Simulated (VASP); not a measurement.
SnAs, 2 atoms in the cell. The structure is cubic, space group Fm-3m (No. 225). The conventional cell has a = 5.703 Å, b = 5.703 Å, c = 5.703 Å, α = 90.00°, β = 90.00°, γ = 90.00°. Sn (site symmetry m-3m) is surrounded by 6 As at 2.85 Å. As (site symmetry m-3m) is surrounded by 6 Sn at 2.85 Å. 

| Property | Result |
| --- | --- |
| Program | VASP 6.6.1 |
| Task | relaxation of cell and atoms |
| Functional | PBEsol |
| Potentials or basis | VASP PAW PBE potentials, release 64 (Sn_d, As) |
| Cutoff | 520 eV |
| k mesh | 4 × 4 × 4 |
| Occupations | gaussian, width 0.1 eV |
| Spin | no spin polarisation |
| Further INCAR settings | ALGO = Normal; EDIFF = 1e-07; IBRION = 2; EDIFFG = -0.002; NSW = 80; ISIF = 3 |

Potentials or basis: VASP PAW PBE potentials, release 64 (Sn_d, As).

The run is started by

```console
$ cat potpaw_PBE.64/Sn_d/POTCAR potpaw_PBE.64/As/POTCAR > POTCAR
$ mpirun -np 1 vasp_std > vasp.out
```

Hardware: 1 thread of Intel(R) Xeon(R) Platinum 8488C (Sapphire Rapids) (shared host).

Problem. How long does it take, and how much memory?

Solution. Wall time 11 s on 1 thread of Intel(R) Xeon(R) Platinum 8488C (Sapphire Rapids) (shared host), peak memory 0.16 GiB. Counts: scf iterations 25, k points 8, ion steps 3.
